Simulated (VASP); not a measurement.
Computed with PBE GGA, VASP's PBE PAW potentials (set 64) (plane waves; VASP 6.6.1).

VASP ran on this input.

### POSCAR
```
RuAl
1
    2.8908457203     0.0000000000    -0.0000000000
    0.0000000000     2.8908457203    -0.0000000000
    0.0000000000     0.0000000000     2.8908457203
Al Ru
1 1
Direct
  0.5000000000   0.5000000000   0.5000000000
  0.0000000000   0.0000000000   0.0000000000
```

**KPOINTS**
```
Automatic
0
G
12 12 12
0 0 0
```

INCAR:
```
LWAVE=F
LREAL=F   ! projection in real space or not
PSTRESS=300   ! kbar
LCHARG=F
NELM=100
SYSTEM=RuAl
ENCUT=480   ! plane-wave cut-off (eV)
IBRION=2
ISMEAR=1   ! Methfessel-Paxton
EDIFFG=-0.01   ! ionic stop
ALGO=Normal   ! blocked Davidson
GGA=PE
SIGMA=0.1
NSW=40   ! most ionic steps
ISIF=3
PREC=Accurate
EDIFF=1E-7   ! SCF stop (eV)
LMAXMIX=4   ! l cut-off of mixed one-centre charges
LASPH=T   ! aspherical one-centre terms
```

POTCAR, in this order: Al Ru_pv (PBE.64 set). Program: vasp_std.

The resulting files:

OSZICAR:
```
       N       E                     dE             d eps       ncg     rms          rms(c)
DAV:   1     0.113881173140E+03    0.11388E+03   -0.90148E+03  2040   0.126E+03
DAV:   2    -0.125015560990E+02   -0.12638E+03   -0.12134E+03  2208   0.349E+02
DAV:   3    -0.146885514138E+02   -0.21870E+01   -0.21432E+01  2424   0.478E+01
DAV:   4    -0.147096043199E+02   -0.21053E-01   -0.21042E-01  2260   0.473E+00
DAV:   5    -0.147101959137E+02   -0.59159E-03   -0.59158E-03  2528   0.675E-01    0.154E+01
DAV:   6    -0.140824305891E+02    0.62777E+00   -0.33047E+00  2148   0.215E+01    0.289E+00
DAV:   7    -0.140319476423E+02    0.50483E-01   -0.18822E-01  2148   0.536E+00    0.267E+00
DAV:   8    -0.140167114772E+02    0.15236E-01   -0.12858E-02  2208   0.112E+00    0.214E-01
DAV:   9    -0.140166519308E+02    0.59546E-04   -0.19464E-04  2572   0.122E-01    0.143E-01
DAV:  10    -0.140166508514E+02    0.10794E-05   -0.19017E-05  2388   0.551E-02    0.173E-02
DAV:  11    -0.140166496709E+02    0.11806E-05   -0.14199E-06  2360   0.157E-02    0.660E-03
DAV:  12    -0.140166493407E+02    0.33013E-06   -0.35451E-08  1284   0.203E-03    0.249E-04
DAV:  13    -0.140166493625E+02   -0.21788E-07   -0.53628E-09  1068   0.771E-04
   1 F= -.94930366E+01 E0= -.94929552E+01  d E =-.949304E+01
```

OUTCAR:
```
------------------------ aborting loop because EDIFF is reached ----------------------------------------
  FORCE on cell =-STRESS in cart. coord.  units (eV):
  Direction    XX          YY          ZZ          XY          YZ          ZX
  --------------------------------------------------------------------------------------
  Total        4.5263157      4.5263157      4.5263157      0.0000000      0.0000000     -0.0000000
  in kB      300.1792557    300.1792557    300.1792557      0.0000000      0.0000000     -0.0000000
  external PRESSURE =       0.1792557 kB  Pullay stress =     300.0000000 kB
  volume of cell :       24.16
      direct lattice vectors                 reciprocal lattice vectors
     2.890845720  0.000000000  0.000000000     0.345919532  0.000000000  0.000000000
     0.000000000  2.890845720  0.000000000     0.000000000  0.345919532  0.000000000
     0.000000000  0.000000000  2.890845720     0.000000000  0.000000000  0.345919532
 POSITION                                       TOTAL-FORCE (eV/Angst)
 -----------------------------------------------------------------------------------
      1.44542      1.44542      1.44542         0.000000      0.000000      0.000000
      0.00000      0.00000      0.00000         0.000000      0.000000      0.000000
 -----------------------------------------------------------------------------------
    total drift:                                0.000000      0.000000      0.000000
  FREE ENERGIE OF THE ION-ELECTRON SYSTEM (eV)
  ---------------------------------------------------
  free  energy   TOTEN  =       -14.0166493625 eV

  energy  without entropy=      -14.0164051124  energy(sigma->0) =      -14.01656795
  enthalpy is  TOTEN    =        -9.4930366442 eV   P V=        4.5236127183

 reached required accuracy - stopping structural energy minimisation
```
(Selected blocks of OUTCAR.)

The compound is RuAl in the CsCl type structure. It was relaxed first under an external pressure of 30 GPa. The electron count is odd and the run is not spin-polarised, which forces a metal.
